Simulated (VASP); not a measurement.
Elastic constants (GPa) of a crystal from VASP with PBE GGA, VASP's PBE PAW potentials (set 64):

|  | xx | yy | zz | yz | xz | xy |
|---|---|---|---|---|---|---|
| xx | 125.3 | 52.4 | 52.4 | 0.0 | 0.0 | 0.0 |
| yy | 52.4 | 125.3 | 52.4 | 0.0 | 0.0 | 0.0 |
| zz | 52.4 | 52.4 | 125.3 | 0.0 | 0.0 | 0.0 |
| yz | 0.0 | 0.0 | 0.0 | 64.8 | 0.0 | 0.0 |
| xz | 0.0 | 0.0 | 0.0 | 0.0 | 64.8 | 0.0 |
| xy | 0.0 | 0.0 | 0.0 | 0.0 | 0.0 | 64.8 |

Problem. Work out the Voigt, Reuss and Hill moduli, Young's modulus and Poisson's ratio.

Solution. All eigenvalues are positive (smallest 64.8 GPa), so the crystal is stable. K_V = (C11+C22+C33+2(C12+C13+C23))/9 = (375.9 + 2×157.2)/9 = 76.7 GPa; G_V = (375.9 − 157.2 + 3×194.4)/15 = 53.5 GPa. From the compliances, K_R = 76.7 GPa and G_R = 49.4 GPa. Hill: K = 76.7 GPa, G = 51.4 GPa, E = 9KG/(3K+G) = 126.1 GPa, ν = (3K−2G)/(2(3K+G)) = 0.226. K/G = 1.49, below Pugh's 1.75; universal anisotropy A^U = 0.41.

Problem. With a density of 4.02 g/cm³, what are the mean sound speeds?

Solution. v_l = √((K+4G/3)/ρ) = 6.01 km/s and v_t = √(G/ρ) = 3.58 km/s. The crystal is GaP (zinc blende), cubic.

The compound is GaP in the zinc blende structure. It was relaxed first.
